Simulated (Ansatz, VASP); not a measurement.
**NaF (Villiaumite) in two plane-wave programs**

Aim: how closely do two programs agree when they are given the same cell, functional and k mesh? The cell is taken from a series of runs on this material, whose earlier steps may have relaxed, scaled, displaced or heated it; both programs get it as it stands.

Method: plane waves, with VASP 6.6.1 beside it; HSE06, in Ansatz 0.2.0.

### 1. The structure

Symmetry: Fm-3m, No. 225, cubic system. Conventional cell: a = 4.700 Å, b = 4.700 Å, c = 4.700 Å, α = 90.00°, β = 90.00°, γ = 90.00°. Nearest to Na lie 6 F at 2.35 Å. Nearest to F lie 6 Na at 2.35 Å. Farther neighbours and most contacts between anions are not listed.

Structure file:

```
Na F
1.0
     0.00000    2.35004    2.35004
     2.35004    0.00000    2.35004
     2.35004    2.35004    0.00000
Na F
1 1
Direct
  0.00000 0.00000 0.00000
  0.50000 0.50000 0.50000
```

### 2. VASP: single point, HSE06

With cell and atoms fixed, the geometry can't cause a difference; cores, projectors, grids and the points listed under the comparison can.

Lines of VASP's logs that name or quote its potential files are left out, and so is its time.

The run reads the wave functions of an earlier VASP run, which isn't shown here.

File INCAR:

```
SYSTEM = NaF
PREC = Accurate
ENCUT = 520
EDIFF = 1E-06
NELM = 100
ISMEAR = 0
SIGMA = 0.01
LREAL = .FALSE.
ALGO = Normal
LHFCALC = .TRUE.
AEXX = 0.25
GGA = PE
HFSCREEN = 0.208
LASPH = .TRUE.
NBANDS = 13
PRECFOCK = Fast
LORBIT = 11
LWAVE = .FALSE.
LCHARG = .FALSE.
KPAR = 8
ISIF = 2
```

File POSCAR:

```
NaF
1.0
    0.0000000000      2.3500449206      2.3500449206
    2.3500449206      0.0000000000      2.3500449206
    2.3500449206      2.3500449206      0.0000000000
Na F
1 1
Direct
    0.0000000000      0.0000000000      0.0000000000
    0.5000000000      0.5000000000      0.5000000000
```

File KPOINTS:

```
Automatic mesh
0
Gamma
6 6 6
0 0 0
```

PAW data sets: Na_pv and F (PBE family, release 64).

Command:

```console
$ mpirun -np 8 vasp_std
```

Numbers of over 12 decimals in the logs are rounded to 6 here.

Log:

```text
[banner, memory and clock lines left out]
running    8 mpi-ranks, on    1 nodes
 distrk:  each k-point on    1 cores,    8 groups
 distr:  one band on    1 cores,    1 groups

 POSCAR found type information on POSCAR NaF
 POSCAR found :  2 types and       2 ions
|                                                                             |
|           W    W    AA    RRRRR   N    N  II  N    N   GGGG   !!!           |
|           W    W   A  A   R    R  NN   N  II  NN   N  G    G  !!!           |
|           W    W  A    A  R    R  N N  N  II  N N  N  G       !!!           |
|           W WW W  AAAAAA  RRRRR   N  N N  II  N  N N  G  GGG   !            |
|           WW  WW  A    A  R   R   N   NN  II  N   NN  G    G                |
|           W    W  A    A  R    R  N    N  II  N    N   GGGG   !!!           |
|                                                                             |
|     For optimal performance we recommend to set                             |
|       NCORE = 2 up to number-of-cores-per-socket                            |
|     NCORE specifies how many cores store one orbital (NPAR=cpu/NCORE).      |
|     This setting can greatly improve the performance of VASP for DFT.       |
|     The default, NCORE=1 might be grossly inefficient on modern             |
|     multi-core architectures or massively parallel machines. Do your        |
|     Unfortunately you need to use the default for GW and RPA                |
|     calculations (for HF NCORE is supported but not extensively tested      |
|     yet).                                                                   |
|                                                                             |

 LDA part: xc-table for (Slater+PW92), standard interpolation
 found WAVECAR, reading the header
 POSCAR, INCAR and KPOINTS ok, starting setup
 FFT: planning ... GRIDC
 FFT: planning ... GRID_SOFT
 FFT: planning ... GRID
 reading WAVECAR
 the WAVECAR file was read successfully
 initial charge from wavefunction
 entering main loop
       N       E                     dE             d eps       ncg     rms          rms(c)
DAV:   1    -0.103110959833E+02   -0.10311E+02   -0.27450E-01   416   0.504E+00    0.410E-01
DAV:   2    -0.103087812329E+02    0.23148E-02   -0.99634E-03   431   0.146E+00    0.207E-01
DAV:   3    -0.103081733309E+02    0.60790E-03   -0.33368E-03   502   0.597E-01    0.158E-01
DAV:   4    -0.103080393212E+02    0.13401E-03   -0.15807E-04   481   0.234E-01    0.940E-02
DAV:   5    -0.103079759107E+02    0.63411E-04   -0.70645E-05   416   0.123E-01    0.469E-02
DAV:   6    -0.103079607115E+02    0.15199E-04   -0.95743E-06   416   0.491E-02    0.263E-02
DAV:   7    -0.103079558875E+02    0.48239E-05   -0.29433E-06   416   0.347E-02    0.159E-02
DAV:   8    -0.103079548780E+02    0.10095E-05   -0.13269E-06   416   0.208E-02    0.972E-03
DAV:   9    -0.103079547974E+02    0.80536E-07   -0.59089E-07   416   0.117E-02
   1 F= -.10307955E+02 E0= -.10307955E+02  d E =-.236363-137
```

From OUTCAR (step 2):

```text
ion  position               nearest neighbor table
   1  0.000  0.000  0.000-
   2  0.500  0.500  0.500-

  LATTYP: Found a face centered cubic cell.
 ALAT       =     4.7000898412

 Subroutine GETGRP returns: Found 48 space group operations
 (whereof 48 operations were pure point group operations)

The static configuration has the point symmetry O_h .

 Found     16 irreducible k-points:

   k-points           NKPTS =     16   k-points in BZ     NKDIM =    216   number of bands    NBANDS=     13

   dimension x,y,z NGX =    28 NGY =   28 NGZ =   28
   dimension x,y,z NGXF=    56 NGYF=   56 NGZF=   56

   ENCUT  =  520.0 eV  38.22 Ry    6.18 a.u.   6.18  6.18  6.18*2*pi/ulx,y,z

   NELECT =      14.0000    total number of electrons

 k-points in reciprocal lattice and weights: Automatic mesh
   0.00000000  0.00000000  0.00000000       0.005
   0.16666667  0.00000000  0.00000000       0.037
   0.33333333  0.00000000  0.00000000       0.037
   0.50000000  0.00000000  0.00000000       0.019
   0.16666667  0.16666667  0.00000000       0.028
   0.33333333  0.16666667  0.00000000       0.111
   0.50000000  0.16666667  0.00000000       0.111
  -0.33333333  0.16666667  0.00000000       0.111
  -0.16666667  0.16666667  0.00000000       0.056
[...]
-0.33333333  0.33333333  0.16666667       0.111
  -0.33333333  0.50000000  0.16666667       0.056

  exchange ACFDT corr.  =         0.00000000  see jH, gK, PRB 81, 115126

 average (electrostatic) potential at core
       1 -41.0303       2 -70.3620

 E-fermi :  -3.7535

 k-point     1 :       0.0000    0.0000    0.0000
  band No.  band energies     occupation
    ...
      3     -24.4423      2.00000
      4     -24.4423      2.00000
      5      -3.9289      2.00000
      6      -3.9289      2.00000
      7      -3.9288      2.00000
      8       4.2745      0.00000
      9      17.0875      0.00000
     10      17.0875      0.00000
     11      17.0875      0.00000
     12      19.6184      0.00000
    ...

 k-point     2 :       0.1667    0.0000    0.0000
  band No.  band energies     occupation
    ...
      3     -24.4447      2.00000
      4     -24.1154      2.00000
      5      -4.3783      2.00000
      6      -3.9916      2.00000
      7      -3.9915      2.00000
      8       5.1820      0.00000
      9      14.5577      0.00000
     10      17.4783      0.00000
     11      17.4783      0.00000
     12      21.2840      0.00000
    ...

 k-point     3 :       0.3333    0.0000    0.0000
  band No.  band energies     occupation
    ...
      3     -24.4493      2.00000
      4     -23.8055      2.00000
      5      -5.1293      2.00000
      6      -4.1146      2.00000
      7      -4.1145      2.00000
      8       7.1862      0.00000
      9      12.0406      0.00000
     10      18.0514      0.00000
     11      18.0514      0.00000
     12      20.8143      0.00000
    ...

  Total       -0.2850807     -0.2850807     -0.2850807      0.0000000      0.0000000      0.0000000
  in kB      -17.5962421    -17.5962421    -17.5962421      0.0000000      0.0000000      0.0000000
  external PRESSURE =     -17.5962421 kB  Pullay stress =       0.0000000 kB

  energy-cutoff  :      520.00
  volume of cell :       25.96
      direct lattice vectors                 reciprocal lattice vectors
     0.000000000  2.350044921  2.350044921    -0.212761890  0.212761890  0.212761890
     2.350044921  0.000000000  2.350044921     0.212761890 -0.212761890  0.212761890
     2.350044921  2.350044921  0.000000000     0.212761890  0.212761890 -0.212761890

 POSITION                                       TOTAL-FORCE (eV/Angst)
 -----------------------------------------------------------------------------------
      0.00000      0.00000      0.00000         0.000000      0.000000     -0.000000
      2.35004      2.35004      2.35004         0.000000      0.000000      0.000000
 -----------------------------------------------------------------------------------
    total drift:                               -0.000001     -0.000004     -0.000004

  FREE ENERGIE OF THE ION-ELECTRON SYSTEM (eV)
  ---------------------------------------------------
  free  energy   TOTEN  =       -10.3079547974 eV

  energy  without entropy=      -10.3079547974  energy(sigma->0) =      -10.30795480

 total charge
# of ion       s       p       d       tot
------------------------------------------
    1        0.042   5.993   0.000   6.035
    2        1.736   4.408   0.000   6.144
--------------------------------------------------
tot          1.778  10.401   0.000  12.179

[... 3 further parts left out ...]
```

The run ends at a pressure of -1.76 GPa.

(Continued in part 2 of 2.)

[Lines on the potential files, build, host, timing and source positions are cut from VASP's logs without a mark.]

[Logs are printed without paths, hosts, clocks, repeated set-up lines and the standing remarks that a program may print on its own settings, such as how far it seeks lower states.]

[Hosts, paths, dates, database ids (printed as entryN), source tags and the programs' standing remarks are cut or masked in the printed files.]
